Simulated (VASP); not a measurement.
A convergence study with VASP on Ni$_{3}$Ge (space group P1): one setting is varied, all else stays as given below, so the limit is that of these other settings.

```
Ni3Ge
1.0
    3.53033     0.00000     0.00000
    0.00000     3.53033     0.00000
    0.00000     0.00000     3.53033
Ni Ge
3 1
Cartesian
  1.75071   0.03016   1.78211
  0.00697   1.75867   1.73573
  1.76523   1.76553  -0.00661
  0.00743  -0.02403   0.01910
```

All values below come from PBEsol GGA, VASP's PBE PAW potentials (set 64) (plane waves; VASP). The tightest run used: 550 eV cut-off, 10×10×10 Monkhorst-Pack mesh, first-order Methfessel-Paxton smearing of 0.10 eV, potentials Ni Ge_d.

### Question
The settings run are 1×1×1 mesh; 2×2×2 mesh; 3×3×3 mesh; 4×4×4 mesh; 5×5×5 mesh; 6×6×6 mesh; 7×7×7 mesh; 8×8×8 mesh; 9×9×9 mesh; 10×10×10 mesh. From which on does the energy per atom stay within 0.01 eV/atom of the tightest run?

### Answer
From 5×5×5 mesh on: it is off by 0.0001 there and by no more than 0.01 in any finer run, while 4×4×4 mesh is off by 0.0138.
```
setting        E (eV/atom)  pressure (GPa)  largest force (eV/Å)  irreducible k-points  difference judged (eV/atom)
-------------  -----------  --------------  --------------------  --------------------  ---------------------------
1×1×1 mesh         -3.5830           23.47                 2.744                     1                       2.5977
2×2×2 mesh         -6.0415            7.27                 0.329                     4                       0.1392
3×3×3 mesh         -6.1466            0.76                 0.377                    14                       0.0342
4×4×4 mesh         -6.1669           -0.28                 0.378                    32                       0.0138
5×5×5 mesh         -6.1806           -0.62                 0.404                    63                       0.0001
6×6×6 mesh         -6.1804           -0.60                 0.396                   108                       0.0003
7×7×7 mesh         -6.1825           -0.64                 0.396                   172                       0.0017
8×8×8 mesh         -6.1809           -0.57                 0.391                   256                       0.0002
9×9×9 mesh         -6.1808           -0.59                 0.391                   365                       0.0001
10×10×10 mesh      -6.1808           -0.59                 0.392                   500                       0.0000
```

Left out are rungs that failed or repeat a setting and relaxations that didn't move; long series are thinned to 24 rows.

The structure comes from a computed database's Ni3Ge entry; how it stands against other phases isn't given here. The cell was not relaxed at this level, it is distorted from the ideal structure. The run is not spin-polarised, so no magnetic state was tried.
